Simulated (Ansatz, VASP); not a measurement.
## Be2Al: VASP beside Ansatz

```
CELL_PARAMETERS angstrom
3.65150 0.00000 0.00000
-1.82575 3.16229 0.00000
0.00000 0.00000 2.71918
ATOMIC_POSITIONS crystal
Be 0.33333 0.66667 0.50000
Be 0.66667 0.33333 0.50000
Al 0.00000 0.00000 0.00000
```

Alike in both runs: functional PBE; dispersion D3(BJ); k mesh 15 × 15 × 16; occupations gaussian, width 0.1 eV; no spin polarisation.

Ansatz relaxed the structure, and its values are those at the end. VASP's run is a single point on that final structure, the one shown.

```csv
,VASP,Ansatz
version,VASP 6.6.1,Ansatz 0.2.0
potentials or method,"VASP PAW PBE potentials, release 64 (Be, Al)","scalar-relativistic, plane waves, PAW"
plane-wave cutoff (eV),520,420
valence electrons in the cell,7,7
```

```tsv
	VASP	Ansatz	Ansatz less VASP
gap on the k mesh at the Fermi level (eV)	none	none	-
pressure (GPa)	0.1	0.0	-0.07
```

A gap of «none» marks a metal or a gap that the smearing closes. With one functional, cell and mesh, what is left measures potentials, basis and numerics.

Caveats: pairwise dispersion overbinds metals, which lowers pressure and volume.
